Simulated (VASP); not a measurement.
Consider the following.

```
CELL_PARAMETERS angstrom
      1.99071     1.14934     3.40710
     -1.99071     1.14934     3.40710
      0.00000    -2.29868     3.40710
ATOMIC_POSITIONS crystal
  Ca 0.76240 0.76240 0.76240
  S  0.23760 0.23760 0.23760
```

Method: PBE GGA, VASP's PBE PAW potentials (set 64) (plane waves; VASP). Numerical set-up: 400 eV cut-off, 6×6×6 Γ-centred mesh, Gaussian smearing of 0.050 eV, potentials Ca_sv S.

### Question
Estimate the energy per atom (σ→0), pressure, band gap (on the k-mesh) with the smallest direct gap where there is one.

### Answer

```yaml
band gap (on the k-mesh): 2.59 eV
smallest direct gap (on the k-mesh): 3.27 eV
energy per atom (σ→0): -5.126 eV/atom
pressure: 1.31 GPa
```

Only differences to runs with the same potentials and settings are physical.

The structure was generated: CaS was put into the alpha-GeTe type (R3m), which need not be its known phase. The cell was not relaxed at this level.
